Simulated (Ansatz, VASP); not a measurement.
**Cross-check of Al2O3 (Corundum) between VASP and Ansatz**

Aim: how closely do two programs agree when they are given the same cell, functional and k mesh? The cell is taken from a series of runs on this material, whose earlier steps may have relaxed, scaled, displaced or heated it; both programs get it as it stands.

Main program and level: Ansatz 0.2.0; plane waves, with VASP 6.6.1 beside it; zone-centre phonons at LDA.

## 1. The starting structure

The structure is trigonal, space group R-3c (No. 167). Conventional cell: a = 4.636 Å, b = 4.636 Å, c = 12.608 Å, α = 90.00°, β = 90.00°, γ = 120.00°. O has 4 Al at 1.81 to 1.92 Å nearest. Nearest to Al lie 6 O at 1.81 to 1.92 Å. Farther neighbours and most contacts between anions are not listed.

## 2. Ansatz: zone-centre phonons, LDA

Ansatz runs on its PAW soft_1 files.

Second derivatives magnify differences that forces hide, and they need a tight electronic threshold.

File input.yaml:

```yaml
crystal:
  lattice:
    - [2.3178077804, 1.338186946, 4.2026971102]
    - [-2.3178077804, 1.338186946, 4.2026971102]
    - [0.0, -2.6763738919, 4.2026971102]
  atoms:
    - { symbol: O, position: [0.5565106784, 0.9434893216, 0.25] }
    - { symbol: O, position: [0.25, 0.5565106784, 0.9434893216] }
    - { symbol: O, position: [0.9434893216, 0.25, 0.5565106784] }
    - { symbol: O, position: [0.4434893216, 0.0565106784, 0.75] }
    - { symbol: O, position: [0.75, 0.4434893216, 0.0565106784] }
    - { symbol: O, position: [0.0565106784, 0.75, 0.4434893216] }
    - { symbol: Al, position: [0.3518574894, 0.3518574894, 0.3518574894] }
    - { symbol: Al, position: [0.1481425106, 0.1481425106, 0.1481425106] }
    - { symbol: Al, position: [0.6481425106, 0.6481425106, 0.6481425106] }
    - { symbol: Al, position: [0.8518574894, 0.8518574894, 0.8518574894] }
kpoints:
  mp_grid: { grid: [6, 6, 6] }
hamiltonian:
  xc: lda
  pseudopotentials: { kind: paw, azcp: { folder: soft_1 }, xc_functional: pbe }
scf:
  occupations: { method: fixed }
output:
  eigenvalues: true
phonons:
  method: dfpt
  dielectric: true
  rigid_motions: translations
```

Command:

```
$ ansatz run input.yaml --threads 8 --pin off --max-ram 20480MiB --backend cpu --events-out ev --progress --plain --runs-dir out
```

Numbers of over 12 decimals in the logs are rounded to 6 here.

Log:

```text
Engine: ansatz 0.2.0, aarch64-unknown-linux-gnu
Pseudopotentials: kind: paw
Pseudopotential: O, paw, valence charge 6, recommended cutoff 420 eV (normal), soft_1/O.paw.azcp
Pseudopotential: Al, paw, valence charge 3, recommended cutoff 420 eV (normal), soft_1/Al.paw.azcp
Functional definition: SPW92
  exchange = slater_x
  correlation = pw_c
Crystal: 10 atoms, lattice volume = 78.212 Å³
Basis set: ecut = 420 eV, 1563 PW (Γ), exchange–correlation on 72×72×72 points (8 copies of the dense FFT grid, shifted against one another)
Bands: 34, of which v1, the nominal top of the filled ones, is band 24 counted from 1 (23 counted from 0)
Symmetry: 12 space group operations
k-points: 112 of 216 (irreducible under 1 space group operation, time reversal used)
Non-local potential: O, projectors of the file, l = 0: 2, l = 1: 2, l = 2: 1
Non-local potential: Al, projectors of the file, l = 0: 2, l = 1: 2, l = 2: 1
PAW form: soft (Blöchl's): semilocal exchange-correlation on the pseudo side does not see the compensation charge
PAW frozen core: O, regenerated for the run's functional, and the local potential with it (the file was generated under x = pbe(κ = 0.804, μ = 0.219515), c = pbe(β = 0.066725))
PAW frozen core: Al, regenerated for the run's functional, and the local potential with it (the file was generated under x = pbe(κ = 0.804, μ = 0.219515), c = pbe(β = 0.066725))
PAW one-centre angular grid: O, 110 points (default); XC on 64 Gauss nodes
PAW one-centre angular grid: Al, 110 points (default); XC on 64 Gauss nodes
Initial density: superposition of atomic densities (chi_scale 0.1, normalization cell, long waves kept (reshape's long-wave potential 0.00 eV rms))
Initial wavefunctions: pseudopotential atomic-orbital guess
Functional: x = slater, c = lda
SCF iter   1: F=—  HF=-5403.747546 eV  |F-HF|=—  |Δ(HF+E_count)|=         —  Δρ=1.34e-1  dr2=1.24e1  ethr=3.10e-3  ⟨swp⟩=5.0  Hψ=14868  notcnv=0  defer=723
preconditioner: auto → none  [insulator: Δε(μ)=8.337 eV  Ē_g=19.386 eV  n_scr=14 (ndim 8)  ℏωp=29.1 eV  f_vac=0.000  ε∞_Penn≈3.3]
SCF iter   2: F=—  HF=-5400.077069 eV  |F-HF|=—  |Δ(HF+E_count)|=    3.67e0  Δρ=6.41e-2  dr2=1.27e0  ethr=3.10e-3  ⟨swp⟩=3.4  Hψ=9196  notcnv=0  defer=857
SCF iter   3: F=—  HF=-5399.667531 eV  |F-HF|=—  |Δ(HF+E_count)|=   4.10e-1  Δρ=1.95e-2  dr2=1.39e-1  ethr=2.64e-3  ⟨swp⟩=2.3  Hψ=6548  notcnv=0  defer=791
SCF iter   4: F=—  HF=-5399.625569 eV  |F-HF|=—  |Δ(HF+E_count)|=   4.20e-2  Δρ=1.63e-3  dr2=1.03e-3  ethr=2.89e-4  ⟨swp⟩=2.0  Hψ=4142  notcnv=0  defer=896
SCF iter   5: F=—  HF=-5399.625368 eV  |F-HF|=—  |Δ(HF+E_count)|=   2.00e-4  Δρ=2.55e-4  dr2=1.10e-5  ethr=2.15e-6  ⟨swp⟩=2.5  Hψ=6119  notcnv=0  defer=895
SCF iter   6: F=—  HF=-5399.625369 eV  |F-HF|=—  |Δ(HF+E_count)|=   9.07e-7  Δρ=2.42e-5  dr2=2.27e-7  ethr=2.28e-8  ⟨swp⟩=2.2  Hψ=6184  notcnv=0  defer=574
SCF iter   7: F=—  HF=-5399.625370 eV  |F-HF|=—  |Δ(HF+E_count)|=   7.09e-7  Δρ=5.01e-6  dr2=1.05e-8  ethr=4.74e-10  ⟨swp⟩=2.0  Hψ=6290  notcnv=0  defer=471
SCF iter   8: F=-5399.625370 eV  HF=-5399.625370 eV  |F-HF|=5.00e-11  |Δ(HF+E_count)|=   4.46e-9  Δρ=3.43e-7  dr2=7.83e-11  ethr=1.00e-12  ⟨swp⟩=15.4  Hψ=31166  notcnv=0
SCF 1 converged in 8 iterations: F = -5399.625370 eV  dr2 = 7.83e-11
  greatest PAW one-centre occupation: 0.855 electrons in one spin orbital (limit 2), on the O atom at site 5 (counted from 0), in its partial waves of l = 0
NSCF: frozen V_eff on 6 k-points
DFPT response loops at Γ: preconditioner auto → none (the input reference at scf.mixing.eps_inf says where Resta's filter doesn't serve); β = 0.50; Broyden in place of MSR1
SCF converged after 8 iterations
Free energy (F): -5399.625370 eV
Harris-Foulkes:  -5399.625370 eV  (|F-HF|=5.00e-11)
Internal energy: -5399.625370 eV  (E = F + TS)
E sigma→0 (E₀):  -5399.625370 eV
Fermi energy:    8.498749 eV
--- Per-component energies (eV) ---
  E_band       = 91.384043
  E_kinetic    = 1152.003244
  E_local      = -1882.491658  (includes V_loc(G=0)·N_el)
  E_nonlocal   = 370.666176
  E_hartree    = 712.604380
  E_xc         = -588.370042
  E_vxc        = -682.182563  (∫ρ·V_xc dr)
  E_paw        = -2699.840444  (= ΣΔE_a)
  E_vpaw       = -291.824968  (= ΣTr[D̂ρ^β])
  E_aug_tail   = 0.004888  (compensation charges beyond the density's cutoff)
  E_ewald      = -2465.006309
  E_core_change = 0.804395  (= ΣΔE_core)
  E_smearing   = -0.000000  (= −TS)
  E_closure    = -0.000000  (closes the sum)
  Σ components = -5399.625370   (vs F -5399.625370, Δ=0.00e0)
--- Band table (eV; the first three rows and the last of 112) ---
  k-point 0: bands = [... 20 lower, 7.8731, 8.4092, 8.4092, 8.4987, 15.7123, 18.0676, 20.1121, 20.5820, ... 6 higher]
  k-point 1: bands = [... 20 lower, 7.6729, 8.0808, 8.3590, 8.4253, 16.3124, 18.5963, 19.5866, 20.0982, ... 6 higher]
  k-point 2: bands = [... 20 lower, 7.5077, 7.8422, 8.1865, 8.2572, 17.5623, 18.9762, 19.0901, 19.7510, ... 6 higher]
  k-point 111: bands = [... 20 lower, 8.0159, 8.0159, 8.0159, 8.0159, 17.8902, 17.8902, 20.0514, 20.0514, ... 6 higher]
--- Phonons (Γ-DFPT): 5 representative perturbations + reference, on 112 of 216 k-points (Σ response iterations 16) ---
  k mesh reduced under 1 symmetry operation, with k and −k counted as one. Each operation leaves every solved perturbation unchanged. A smaller set is not considered because the run solves the response to a homogeneous field
  ASR residual: 2.326e-4 → 0.000e0 eV/Å²; symmetrization residual: 1.893e-5 eV/Å²
  ASR residual per site (eV/Å²): 2.33e-4 2.25e-4 2.25e-4 2.33e-4 2.25e-4 2.25e-4 7.50e-5 7.50e-5 7.50e-5 7.50e-5
  Γ frequencies (cm⁻¹): 0.00 0.00 0.00 340.20 392.54 392.54 419.60 427.88 427.88 446.06 464.99 464.99 470.50 470.50 487.72 487.72 564.30 623.87 623.87 644.20 646.24 646.24 664.53 697.14 697.14 707.18 739.54 815.04 829.56 829.56
  ε∞ (high-frequency dielectric tensor):
        3.187816    -0.000000     0.000000
       -0.000000     3.187816    -0.000000
       -0.000000    -0.000000     3.144160
  ε⁰ (static dielectric tensor: ions relaxed, cell fixed):
        8.222818    -0.000000    -0.000000
       -0.000000     8.222818     0.000000
       -0.000000     0.000000     9.872752
  ε⁰ − ε∞ (ionic part):
        5.035002    -0.000000    -0.000000
       -0.000000     5.035002     0.000000
       -0.000000     0.000000     6.728592
  softest optical mode at Γ: 340.20 cm⁻¹; the repairs (sum rule, projections) moved no ω² at Γ by more than (3.72 cm⁻¹)²
  Born effective charges Z* (e; rows j = field, columns β = displacement):
    site 0:
        -2.05189   -0.00000    0.00000
         0.00000   -1.85523    0.24374
        -0.00000    0.32938   -1.92956
    site 1:
        -1.90439    0.08516   -0.21108
         0.08516   -2.00273   -0.12187
        -0.28525   -0.16469   -1.92956
    site 2:
        -1.90439   -0.08516    0.21108
        -0.08516   -2.00273   -0.12187
         0.28525   -0.16469   -1.92956
    site 3:
        -2.05189   -0.00000    0.00000
         0.00000   -1.85523    0.24374
        -0.00000    0.32938   -1.92956
    site 4:
        -1.90439    0.08516   -0.21108
         0.08516   -2.00273   -0.12187
        -0.28525   -0.16469   -1.92956
    site 5:
[...]
site 6:
[...]
site 7:
[...]
site 8:
[...]
site 9:
[...]
Z* charge neutrality: 3.382e-6 e pre-enforcement
  k-mesh period / interband length: 27.8 Å / 1.15 Å = 24.28 at k = (0.0000, 0.0000, 0.0000), direct gap 7.214 eV — 14 or more, which is no proof of convergence
  optical modes at Γ without the LO–TO term, one row a degenerate level:
      ω (cm⁻¹)  modes    IR ((D/Å)²/amu)
[...]
optical modes at Γ + LO–TO along q̂ = [1.0000, 0.0000, 0.0000]:
      ω (cm⁻¹)  modes    IR ((D/Å)²/amu)
[...]
optical modes at Γ + LO–TO along q̂ = [0.0000, 1.0000, 0.0000]:
      ω (cm⁻¹)  modes    IR ((D/Å)²/amu)
[...]
optical modes at Γ + LO–TO along q̂ = [0.0000, 0.0000, 1.0000]:
      ω (cm⁻¹)  modes    IR ((D/Å)²/amu)
[...]
644.20      1             0.0000
        646.24      2            71.3378
        697.14      2            20.0968
        707.18      1             0.0000
        739.54      1             0.0000
        815.04      1             0.0000
        829.56      2             0.0000
        935.17      1            58.5614
```

Reading the cycles: dr2 is the Hartree energy of the density residual (eV), the measure of convergence; HF is the Harris–Foulkes estimate of the energy, which meets the free energy F at convergence.

[end of part 1 of 3]

[Lines on the potential files, build, host, timing and source positions are cut from VASP's logs without a mark.]

[Logs are printed without paths, hosts, clocks, repeated set-up lines and the standing remarks that a program may print on its own settings, such as how far it seeks lower states.]

[Hosts, paths, dates, database ids (printed as entryN), source tags and the programs' standing remarks are cut or masked in the printed files.]
